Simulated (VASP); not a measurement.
These are PBE GGA, VASP's PBE PAW potentials (set 64) (plane waves; VASP) values and carry that method's errors.

The input files of a VASP run:

### INCAR
```
# general
SYSTEM  = GaP
PREC    = Accurate
ENCUT   = 400
LREAL   = .False.
LASPH   = .True.

# electronic loop
EDIFF   = 1E-6
NELM    = 100
ALGO    = Normal
LMAXMIX = 4

# smearing
ISMEAR  = 0
SIGMA   = 0.05

# functional
GGA     = PE

# ions
IBRION  = 2
NSW     = 60
ISIF    = 3
EDIFFG  = -0.01

# output
LWAVE   = .False.
LCHARG  = .False.
```

### KPOINTS
```
K-points
0
G
  8 8 8
```

File POSCAR:
```
GaP
1.0
  0.0000000000   2.7504967113   2.7504967113
  2.7504967113   0.0000000000   2.7504967113
  2.7504967113   2.7504967113   0.0000000000
Ga P
1 1
Cart
  0.0000000000   0.0000000000   0.0000000000
  1.3752483556   1.3752483556   1.3752483556
```

POTCAR, in this order: Ga_d P (PBE.64 set). Program: vasp_std.

**Question.** Predict the energy per atom (σ→0), band gap (on the k-mesh).

**Answer.** 
| Quantity | Result |
|---|---|
| energy per atom (σ→0) | -4.562 eV/atom |
| band gap (on the k-mesh) | 1.59 eV |

File OSZICAR:
```
...
DAV:   6    -0.914794664211E+01    0.23774E+00   -0.46810E-01  1144   0.124E+01    0.271E+00
DAV:   7    -0.912368429733E+01    0.24262E-01   -0.10911E-01   958   0.238E+00    0.110E+00
DAV:   8    -0.912385126595E+01   -0.16697E-03   -0.14121E-02   882   0.176E+00    0.151E-01
DAV:   9    -0.912422905516E+01   -0.37779E-03   -0.15940E-03   952   0.690E-01    0.927E-02
DAV:  10    -0.912429657820E+01   -0.67523E-04   -0.13269E-04  1088   0.122E-01    0.465E-02
DAV:  11    -0.912437255978E+01   -0.75982E-04   -0.11611E-04   814   0.112E-01    0.708E-03
DAV:  12    -0.912437170406E+01    0.85572E-06   -0.47169E-06   949   0.353E-02
   1 F= -.91243717E+01 E0= -.91243717E+01  d E =-.912437E+01
```

The structure comes from a computed database's GaP entry (F-43m); how it stands against other phases isn't given here. It was relaxed first. The start is the result of an earlier pass.
